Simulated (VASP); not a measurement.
OSZICAR of a VASP run on DyScO3 (relaxed from the cubic-perovskite structure, space group Pm-3m):

### OSZICAR
```
       N       E                     dE             d eps       ncg     rms          rms(c)
DAV:   1     0.491618607814E+03    0.49162E+03   -0.18881E+04   476   0.172E+03
DAV:   2     0.412799735851E+02   -0.45034E+03   -0.44606E+03   492   0.566E+02
DAV:   3    -0.467991688137E+02   -0.88079E+02   -0.86274E+02   712   0.197E+02
DAV:   4    -0.505987784740E+02   -0.37996E+01   -0.37951E+01   666   0.471E+01
DAV:   5    -0.506993001117E+02   -0.10052E+00   -0.10044E+00   650   0.699E+00    0.266E+01
DAV:   6    -0.432064157292E+02    0.74929E+01   -0.47790E+01   675   0.578E+01    0.168E+01
DAV:   7    -0.429606848075E+02    0.24573E+00   -0.23715E+00   665   0.131E+01    0.113E+01
DAV:   8    -0.428691173246E+02    0.91567E-01   -0.59476E-01   674   0.686E+00    0.187E+00
DAV:   9    -0.428538786153E+02    0.15239E-01   -0.12951E-01   628   0.265E+00    0.874E-01
DAV:  10    -0.428530916508E+02    0.78696E-03   -0.75363E-03   676   0.889E-01    0.254E-01
DAV:  11    -0.428530939777E+02   -0.23270E-05   -0.56628E-04   631   0.211E-01    0.380E-02
DAV:  12    -0.428530993454E+02   -0.53677E-05   -0.25966E-05   668   0.520E-02    0.120E-02
DAV:  13    -0.428530991727E+02    0.17271E-06   -0.17083E-06   450   0.108E-02
   1 F= -.42853099E+02 E0= -.42853099E+02  d E =-.428531E+02
```

### Question
Which electronic solver shows in the log?

### Answer
It is blocked Davidson (ALGO = Normal, or the opening steps of other solvers). The INCAR had ALGO = Normal.

### Question
Can the final energy be trusted as converged?

### Answer
The calculation finished and met its thresholds. It stopped with EDIFF = 1E-6, NELM = 100, NSW = 60 and EDIFFG = -0.02 after 1 ionic step (PBEsol GGA, plane waves, VASP's PBE PAW potentials (set 64)). The 4f electrons are frozen in the core of the lanthanide potential, so 4f levels, which can set the real gap, and their magnetism are missing.

The structure was generated: DyScO3 was put into the cubic-perovskite type (Pm-3m), which need not be its known phase. It was relaxed first, which changed the volume by +7 %. The start is the result of an earlier pass.
